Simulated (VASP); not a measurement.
## BBi (relaxed from the wurtzite structure, space group P6_3mc): computed properties

All values below come from PBEsol GGA, VASP's PBE PAW potentials (set 64) (plane waves; VASP 6.6.1).

- space group = P6_3mc (186)
- cell = a = b = 3.8417 Å, c = 6.3268 Å, α = β = 90.00°, γ = 120.00°
- volume per atom = 20.22 Å³/atom
- band gap (over mesh and band path) = 0.10 eV
- smallest direct gap (over mesh and band path) = 0.10 eV
- band-edge character = direct, Γ to Γ
- density = 9.03 g/cm³

Space group P6₃mc (No. 186); a = b = 3.842 Å, c = 6.327 Å, α = β = 90.00°, γ = 120.00°

```tsv
atom	site	symmetry	x	y	z
B	2b	3m.	0.3333	0.6667	0.0001
Bi	2b	3m.	0.3333	0.6667	0.3749
```

Unless said otherwise, spin-orbit coupling is left out, though it shifts the bands of the heavy elements here.

The structure was generated: BBi was put into the wurtzite type (P6_3mc), which need not be its known phase. It was relaxed first, which changed the volume by +5 %. Symmetry was kept, so distortions that lower it aren't found.
